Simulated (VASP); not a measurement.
Given:

```yaml
crystal:
  lattice:
    - [4.74223, 0.00000, 0.00000]
    - [0.00000, 5.76291, 0.00000]
    - [0.00000, 0.00000, 5.26075]
  atoms:
    - { symbol: Sn, position: [0.50000, 0.66602, 0.75000] }
    - { symbol: Sn, position: [0.50000, 0.33398, 0.25000] }
    - { symbol: Sn, position: [0.00000, 0.83398, 0.25000] }
    - { symbol: Sn, position: [0.00000, 0.16602, 0.75000] }
    - { symbol: O, position: [0.73064, 0.60593, 0.07796] }
    - { symbol: O, position: [0.26936, 0.39407, 0.92204] }
    - { symbol: O, position: [0.76936, 0.89407, 0.57796] }
    - { symbol: O, position: [0.23064, 0.10593, 0.42204] }
    - { symbol: O, position: [0.23064, 0.89407, 0.92204] }
    - { symbol: O, position: [0.76936, 0.10593, 0.07796] }
    - { symbol: O, position: [0.26936, 0.60593, 0.42204] }
    - { symbol: O, position: [0.73064, 0.39407, 0.57796] }
```

The numbers are results of PBEsol GGA, VASP's PBE PAW potentials (set 64) (plane waves; VASP), not measurements. Run with 520 eV cut-off, 5×5×5 Γ-centred mesh, tetrahedra with Blöchl corrections, potentials Sn_d O.

Task: Predict the energy per atom (σ→0).

Result: 
The energy per atom (σ→0) comes out as -636.6 kJ/mol of atoms.

Total energies compare only between runs with the same potentials, cut-off and functional.

The structure comes from a computed database's SnO2 entry (Pbcn); how it stands against other phases isn't given here. It was relaxed first.
